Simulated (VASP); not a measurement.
Data:

```yaml
crystal:
  lattice:
    - [2.79295, 0.00000, 0.00000]
    - [0.00000, 2.79295, 0.00000]
    - [0.00000, 0.00000, 4.01709]
  atoms:
    - { symbol: Ti, position: [0.00000, 0.00000, 0.00000] }
    - { symbol: Al, position: [0.50000, 0.50000, 0.50000] }
```

All values below come from vdW-DF2, VASP's PBE PAW potentials (set 64) (plane waves; VASP 6.6.1). Run with 520 eV cut-off, 13×13×9 Γ-centred mesh, first-order Methfessel-Paxton smearing of 0.10 eV, potentials Ti_sv Al.

Question: Give the stress tensor in GPa (positive for a compressed cell).

Answer: 
```
7.44  0.00  0.00
0.00  7.44  0.00
0.00  0.00  7.51
```
The pressure is its mean diagonal, 7.46 GPa.

The compound is TiAl in the L1_0 structure. This cell is one point of a volume scan, at 0.94 of the reference volume. The electron count is odd and the run is not spin-polarised, which forces a metal.
